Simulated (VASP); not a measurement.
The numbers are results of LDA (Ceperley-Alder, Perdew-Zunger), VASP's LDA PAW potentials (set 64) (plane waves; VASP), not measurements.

Input for VASP

INCAR:
```
ENCUT  =  520   ! plane-wave cut-off (eV)
SIGMA  =  0.05   ! width (eV)
NELM  =  100
LMAXMIX  =  4
LREAL  =  .FALSE.
PREC  =  Accurate
ALGO  =  Normal
SYSTEM  =  CsPbBr3
LCHARG  =  .FALSE.
ISMEAR  =  0   ! Gaussian
ISIF  =  2   ! forces and stress, cell fixed
LWAVE  =  .FALSE.
LASPH  =  .TRUE.
EDIFF  =  1E-7   ! SCF stop (eV)
```

### POSCAR
```
CsPbBr3
1
    5.8944861404     0.0000000000     0.0000000000
    0.0000000000     5.8944861404     0.0000000000
    0.0000000000     0.0000000000     5.8944861404
Cs Pb Br
1 1 3
Direct
  0.0000000000   0.0000000000   0.0000000000
  0.5000000000   0.5000000000   0.5000000000
  0.5000000000   0.0000000000   0.5000000000
  0.0000000000   0.5000000000   0.5000000000
  0.5000000000   0.5000000000   0.0000000000
```

### KPOINTS
```
Automatic
0
Gamma
  4 4 4
```

POTCAR, in this order: Cs_sv Pb_d Br (LDA.64 set). Program: vasp_std.

Unless said otherwise, spin-orbit coupling is left out, though it shifts the bands of the heavy elements here.

Question: Estimate the energy per atom (σ→0), pressure, band gap (on the k-mesh).

Answer: 
| Quantity | Value |
|---|---|
| energy per atom (σ→0) | -3.552 eV/atom |
| band gap (on the k-mesh) | 1.40 eV |
| pressure | -12.5 kbar |

### OSZICAR
```
...
DAV:   9    -0.177580612828E+02    0.13950E-02   -0.87656E-03   752   0.724E-01    0.848E-02
DAV:  10    -0.177580707945E+02   -0.95117E-05   -0.70730E-04   670   0.180E-01    0.222E-02
DAV:  11    -0.177580746581E+02   -0.38636E-05   -0.66579E-05   690   0.498E-02    0.737E-03
DAV:  12    -0.177580726211E+02    0.20370E-05   -0.11031E-05   668   0.393E-02    0.250E-03
DAV:  13    -0.177580726859E+02   -0.64843E-07   -0.17955E-06   758   0.763E-03    0.225E-03
DAV:  14    -0.177580725325E+02    0.15345E-06   -0.76598E-07   662   0.803E-03    0.310E-04
DAV:  15    -0.177580725352E+02   -0.27162E-08   -0.33530E-08   356   0.142E-03
   1 F= -.17758073E+02 E0= -.17758073E+02  d E =-.120902E-14
```

The compound is CsPbBr3 in the cubic perovskite structure, the ideal cubic form; the compound distorts at low or room temperature. This cell is one point of a volume scan, at 1.06 of the reference volume.
